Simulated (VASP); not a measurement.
OSZICAR of a VASP run on CoGa (CsCl type):

**OSZICAR**
```
       N       E                     dE             d eps       ncg     rms          rms(c)
DAV:   1     0.955201504263E+02    0.95520E+02   -0.93526E+03    30   0.219E+03
DAV:   2    -0.453413727688E+01   -0.10005E+03   -0.98422E+02    30   0.329E+02
DAV:   3    -0.997029005911E+01   -0.54362E+01   -0.54171E+01    37   0.804E+01
DAV:   4    -0.100314173693E+02   -0.61127E-01   -0.61122E-01    30   0.785E+00
DAV:   5    -0.100342808906E+02   -0.28635E-02   -0.28635E-02    52   0.158E+00    0.101E+01
DAV:   6    -0.160504812107E+02   -0.60162E+01   -0.11524E+02    30   0.818E+01    0.474E+01
DAV:   7    -0.846439829840E+01    0.75861E+01   -0.20485E+02    30   0.430E+01    0.773E+00
DAV:   8    -0.729170963591E+01    0.11727E+01   -0.12519E+00    30   0.176E+01    0.498E+00
DAV:   9    -0.671029230714E+01    0.58142E+00   -0.10996E+00    44   0.121E+01    0.235E+00
DAV:  10    -0.663642072824E+01    0.73872E-01   -0.10157E-01    37   0.415E+00    0.125E+00
DAV:  11    -0.660088426980E+01    0.35536E-01   -0.92408E-02    37   0.434E+00    0.394E-01
DAV:  12    -0.662355934530E+01   -0.22675E-01   -0.18731E-02    37   0.177E+00    0.504E+00
DAV:  13    -0.662003115627E+01    0.35282E-02   -0.11430E-01    37   0.430E+00    0.968E-01
DAV:  14    -0.660607397308E+01    0.13957E-01   -0.18854E-02    37   0.190E+00    0.574E-01
DAV:  15    -0.660613840288E+01   -0.64430E-04   -0.80768E-05    44   0.878E-02    0.572E-01
DAV:  16    -0.660729259814E+01   -0.11542E-02   -0.27973E-04    30   0.174E-01    0.608E-01
DAV:  17    -0.660354974120E+01    0.37429E-02   -0.31336E-03    44   0.597E-01    0.474E-01
DAV:  18    -0.660309280273E+01    0.45694E-03   -0.89404E-05    37   0.106E-01    0.452E-01
DAV:  19    -0.660158037237E+01    0.15124E-02   -0.93296E-04    37   0.318E-01    0.359E-01
DAV:  20    -0.660010949537E+01    0.14709E-02   -0.41459E-03    37   0.679E-01    0.792E-02
DAV:  21    -0.660013375246E+01   -0.24257E-04   -0.26130E-04    37   0.190E-01    0.859E-02
DAV:  22    -0.660013952419E+01   -0.57717E-05   -0.31406E-04    37   0.194E-01    0.107E-01
DAV:  23    -0.660011995113E+01    0.19573E-04   -0.26335E-04    37   0.179E-01    0.732E-02
DAV:  24    -0.660009633592E+01    0.23615E-04   -0.13267E-04    37   0.125E-01    0.482E-02
DAV:  25    -0.660008942532E+01    0.69106E-05   -0.44491E-05    37   0.755E-02    0.265E-02
DAV:  26    -0.660008587661E+01    0.35487E-05   -0.14611E-05    44   0.424E-02    0.152E-02
DAV:  27    -0.660008532862E+01    0.54799E-06   -0.41987E-06    30   0.242E-02
   1 F= -.66000853E+01 E0= -.65964091E+01  d E =-.735251E-02
```

Q: Which electronic solver shows in the log?

A: It is blocked Davidson (ALGO = Normal, or the opening steps of other solvers). The INCAR had ALGO = Normal.

Q: How was spin treated?

A: Without spin polarisation: there is no mag entry.

Q: Can the final energy be trusted as converged?

A: The calculation finished and met its thresholds. It stopped with EDIFF = 1E-6, NELM = 100 (PBE GGA, plane waves, VASP's PBE PAW potentials (set 64)).

The compound is CoGa in the CsCl type structure. The cell was not relaxed at this level. The k-mesh is coarse (spacing up to 2.14 per Å, 2π included), so the numbers may not be converged in it. The run is not spin-polarised, so no magnetic state was tried.
